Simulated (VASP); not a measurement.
Data:

```yaml
crystal:
  lattice:
    - [1.92038, -3.32619, 0.00000]
    - [1.92038, 3.32619, 0.00000]
    - [0.00000, 0.00000, 6.49614]
  atoms:
    - { symbol: Sn, position: [0.00000, 0.00000, 0.00000] }
    - { symbol: Se, position: [0.33333, 0.66667, 0.24216] }
    - { symbol: Se, position: [0.66667, 0.33333, 0.75784] }
```

Computed with r2SCAN meta-GGA with spin-orbit coupling, VASP's PBE PAW potentials (set 64) (plane waves; VASP 6.6.1). Settings: 400 eV cut-off, 6×6×3 Γ-centred mesh, Gaussian smearing of 0.050 eV, potentials Sn_d Se.

The path is coarsely sampled, so an indirect gap can come out somewhat too large.

Task: Estimate the energy per atom (σ→0), band gap (over mesh and band path) with the smallest direct gap where there is one.

Result: 
```json
{
  "band gap (over mesh and band path)": "0.99 eV",
  "smallest direct gap (over mesh and band path)": "1.43 eV",
  "energy per atom (σ→0)": "-18.236 eV/atom"
}
```

Only differences to runs with the same potentials and settings are physical.

The compound is SnSe2 in the 1T layered structure. It was relaxed first, which changed the volume by +8 %.
